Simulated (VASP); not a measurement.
Computed with PW91 GGA, VASP's PBE PAW potentials (set 64) (plane waves; VASP).

Input for VASP

**KPOINTS**
```
Regular mesh
0
G
  14 14 14
```

File POSCAR:
```
Pd
1
    0.0000000000     1.9735247150     1.9735247150
    1.9735247150     0.0000000000     1.9735247150
    1.9735247150     1.9735247150    -0.0000000000
Pd
1
Direct
  0.0000000000   0.0000000000   0.0000000000
```

**INCAR**
```
! general
SYSTEM =Pd
PREC   =Accurate
ENCUT  =520   ! plane-wave cut-off (eV)
LREAL  =.False.   ! projection in real space or not
LASPH  =.True.   ! aspherical one-centre terms

! electronic loop
EDIFF  =1E-6   ! SCF stop (eV)
NELM   =100   ! most electronic steps
ALGO   =Normal   ! blocked Davidson
LMAXMIX=4

! smearing
ISMEAR =1
SIGMA  =0.1   ! width (eV)

! functional
GGA    =91

! ions
IBRION =2   ! conjugate gradients
NSW    =60   ! most ionic steps
ISIF   =3
EDIFFG =-0.01   ! ionic stop

! output
LWAVE  =.False.
LCHARG =.False.
```

POTCAR, in this order: Pd (PBE.64 set). Program: vasp_std.

Output

File OUTCAR:
```
 ion  position               nearest neighbor table
   1  0.000  0.000  0.000-
  LATTYP: Found a face centered cubic cell.
 ALAT       =     3.9470494300
 Subroutine PRICEL returns:
 Original cell was already a primitive cell.
 Subroutine GETGRP returns: Found 48 space group operations
The static configuration has the point symmetry O_h .
The dynamic configuration has the point symmetry O_h .
 Subroutine INISYM returns: Found 48 space group operations
 Subroutine IBZKPT returns following result:
 Found    104 irreducible k-points:

 Following reciprocal coordinates:
            Coordinates               Weight
  0.000000  0.000000  0.000000      1.000000
  0.071429  0.000000  0.000000      8.000000
  0.142857  0.000000  0.000000      8.000000
  0.214286  0.000000  0.000000      8.000000
  0.285714  0.000000  0.000000      8.000000
  0.357143  0.000000  0.000000      8.000000
  0.428571  0.000000  0.000000      8.000000
  0.500000  0.000000  0.000000      4.000000
  0.071429  0.071429  0.000000      6.000000
  0.142857  0.071429  0.000000     24.000000
  0.214286  0.071429  0.000000     24.000000
  0.285714  0.071429  0.000000     24.000000
  0.357143  0.071429  0.000000     24.000000
  0.428571  0.071429  0.000000     24.000000
  0.500000  0.071429  0.000000     24.000000
 -0.428571  0.071429  0.000000     24.000000
 -0.357143  0.071429  0.000000     24.000000
 -0.285714  0.071429  0.000000     24.000000
 -0.214286  0.071429  0.000000     24.000000
 -0.142857  0.071429  0.000000     24.000000
 -0.071429  0.071429  0.000000     12.000000
  0.142857  0.142857  0.000000      6.000000
  0.214286  0.142857  0.000000     24.000000
  0.285714  0.142857  0.000000     24.000000
  0.357143  0.142857  0.000000     24.000000
  0.428571  0.142857  0.000000     24.000000
  0.500000  0.142857  0.000000     24.000000
 -0.428571  0.142857  0.000000     24.000000
 -0.357143  0.142857  0.000000     24.000000
 -0.285714  0.142857  0.000000     24.000000
 -0.214286  0.142857  0.000000     24.000000
 -0.142857  0.142857  0.000000     12.000000
  0.214286  0.214286  0.000000      6.000000
  0.285714  0.214286  0.000000     24.000000
  0.357143  0.214286  0.000000     24.000000
  0.428571  0.214286  0.000000     24.000000
  0.500000  0.214286  0.000000     24.000000
 -0.428571  0.214286  0.000000     24.000000
 -0.357143  0.214286  0.000000     24.000000
 -0.285714  0.214286  0.000000     24.000000
   k-points           NKPTS =    104   k-points in BZ     NKDIM =    104   number of bands    NBANDS=      9
   number of dos      NEDOS =    301   number of ions     NIONS =      1
   total plane-waves  NPLWV =  13824
   dimension x,y,z NGX =    24 NGY =   24 NGZ =   24
   dimension x,y,z NGXF=    48 NGYF=   48 NGZF=   48
   ions per type =               1
   PREC   = accura    normal or accurate (medium, high low for compatibility)
   ISTART =      0    job   : 0-new  1-cont  2-samecut
   ICHARG =      2    charge: 1-file 2-atom 10-const
   ISPIN  =      1    spin polarized calculation?
   LNONCOLLINEAR =      F non collinear calculations
   LSORBIT =      F    spin-orbit coupling
   INIWAV =      1    electr: 0-lowe 1-rand  2-diag
   ENCUT  =  520.0 eV  38.22 Ry    6.18 a.u.   5.19  5.19  5.19*2*pi/ulx,y,z
   NELM   =    100;   NELMIN=  2; NELMDL= -5     # of ELM steps
   EDIFF  = 0.1E-05   stopping-criterion for ELM
   LREAL  =      F    real-space projection
   NLSPLINE    = F    spline interpolate recip. space projectors
   LMAXMIX     =    4 max onsite mixed and CHGCAR
   VOSKOWN=      0    Vosko Wilk Nusair interpolation
...
```

**OSZICAR**
```
       N       E                     dE             d eps       ncg     rms          rms(c)
DAV:   1     0.399994644142E+02    0.39999E+02   -0.53453E+03  1880   0.104E+03
DAV:   2    -0.512672170087E+01   -0.45126E+02   -0.44220E+02  2017   0.196E+02
DAV:   3    -0.553000058675E+01   -0.40328E+00   -0.39770E+00  2184   0.212E+01
DAV:   4    -0.553232552765E+01   -0.23249E-02   -0.23246E-02  2244   0.148E+00
DAV:   5    -0.553235062516E+01   -0.25098E-04   -0.25099E-04  2132   0.128E-01    0.699E+00
DAV:   6    -0.524957923627E+01    0.28277E+00   -0.13940E+00  1913   0.111E+01    0.332E+00
DAV:   7    -0.524148436524E+01    0.80949E-02   -0.32839E-03  2030   0.690E-01    0.184E+00
DAV:   8    -0.523790789434E+01    0.35765E-02   -0.98846E-04  1972   0.253E-01    0.260E-02
DAV:   9    -0.523791347677E+01   -0.55824E-05   -0.87584E-06  2668   0.303E-02    0.109E-02
DAV:  10    -0.523791600208E+01   -0.25253E-05   -0.10944E-06  2019   0.118E-02    0.162E-03
DAV:  11    -0.523791588620E+01    0.11588E-06   -0.17797E-08  1002   0.121E-03
   1 F= -.52379159E+01 E0= -.52373406E+01  d E =-.523792E+01
```

File OUTCAR:
```
------------------------ aborting loop because EDIFF is reached ----------------------------------------
  FORCE on cell =-STRESS in cart. coord.  units (eV):
  Direction    XX          YY          ZZ          XY          YZ          ZX
  --------------------------------------------------------------------------------------
  Total       -0.0007245     -0.0007245     -0.0007245      0.0000000      0.0000000      0.0000000
  in kB       -0.0755046     -0.0755046     -0.0755046      0.0000000      0.0000000      0.0000000
  external PRESSURE =      -0.0755046 kB  Pullay stress =       0.0000000 kB
  volume of cell :       15.37
      direct lattice vectors                 reciprocal lattice vectors
     0.000000000  1.973524715  1.973524715    -0.253353807  0.253353807  0.253353807
     1.973524715  0.000000000  1.973524715     0.253353807 -0.253353807  0.253353807
     1.973524715  1.973524715  0.000000000     0.253353807  0.253353807 -0.253353807
 POSITION                                       TOTAL-FORCE (eV/Angst)
 -----------------------------------------------------------------------------------
      0.00000      0.00000      0.00000        -0.000000     -0.000000      0.000000
 -----------------------------------------------------------------------------------
    total drift:                               -0.000000     -0.000000     -0.000000
  FREE ENERGIE OF THE ION-ELECTRON SYSTEM (eV)
  ---------------------------------------------------
  free  energy   TOTEN  =        -5.2379158862 eV

  energy  without entropy=       -5.2361899536  energy(sigma->0) =       -5.23734058

 reached required accuracy - stopping structural energy minimisation
```
(Selected blocks of OUTCAR.)

The compound is Pd in the fcc structure. It was relaxed first. The start is the result of an earlier pass.
